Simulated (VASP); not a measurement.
The system is GaP.

```
Ga P
1.0
     0.00000    2.72525    2.72525
     2.72525    0.00000    2.72525
     2.72525    2.72525    0.00000
Ga P
1 1
Direct
  0.00000 0.00000 0.00000
  0.25000 0.25000 0.25000
```

The cell was built by a generator and needn't be a form met in nature.

- Program: VASP 6.6.1
- Task: relaxation of cell and atoms
- Functional: LDA
- Potentials or basis: VASP PAW LDA potentials, release 64 (Ga_d, P)
- Cutoff: 600 eV
- k mesh: 8 × 8 × 8
- Occupations: gaussian, width 0.03 eV
- Spin: no spin polarisation

At the start: pressure -2.7 GPa; volume 20.24 Å³/atom.

How do energy, volume and symmetry change on relaxing?

Over 3 steps the energy falls by 5.4 meV/atom and the volume is 19.61 Å³/atom (-3.1 %); space group F-43m (No. 216, to 0.05 Å).

The path:
```csv
step,energy change (eV),largest force (eV/Å),pressure (GPa),volume (Å³)
1,0.0000,0.0000,-2.68,40.48
2,-0.0073,0.0000,1.68,38.53
3,-0.0108,0.0000,-0.07,39.22
```

Final structure:
```cif
data_structure
_symmetry_space_group_name_H-M 'P 1'
_symmetry_Int_Tables_number 1
_cell_length_a 3.8137
_cell_length_b 3.8137
_cell_length_c 3.8137
_cell_angle_alpha 60.000
_cell_angle_beta 60.000
_cell_angle_gamma 60.000
_cell_volume 39.22
loop_
_atom_site_label
_atom_site_type_symbol
_atom_site_fract_x
_atom_site_fract_y
_atom_site_fract_z
_atom_site_occupancy
Ga1 Ga 0.00000 0.00000 0.00000 1
P1 P 0.25000 0.25000 0.25000 1
```
